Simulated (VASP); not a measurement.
Data:

```yaml
crystal:
  lattice:
    - [2.79703, 0.00000, 0.00000]
    - [0.00000, 2.79703, 0.00000]
    - [0.00000, 0.00000, 2.79703]
  atoms:
    - { symbol: Ru, position: [0.00000, 0.00000, 0.00000] }
    - { symbol: S, position: [0.50000, 0.50000, 0.50000] }
```

These are PBE GGA, VASP's PBE PAW potentials (set 64) (plane waves; VASP) values and carry that method's errors. Numerical set-up: EDIFF = 1E-5, 400 eV cut-off, 9×9×9 Γ-centred mesh, Gaussian smearing of 0.050 eV, potentials Ru_pv S.

Give the stress tensor in GPa (positive for a compressed cell).

```
62.04   0.00   0.00
 0.00  62.04   0.00
 0.00   0.00  62.04
```
The pressure is its mean diagonal, 62.04 GPa.

The structure was generated: RuS was put into the CsCl type (Pm-3m), which need not be its known phase. The cell was not relaxed at this level. The run is one of a series of settings (EDIFF = 1E-5 against the base run), some of them coarse on purpose.
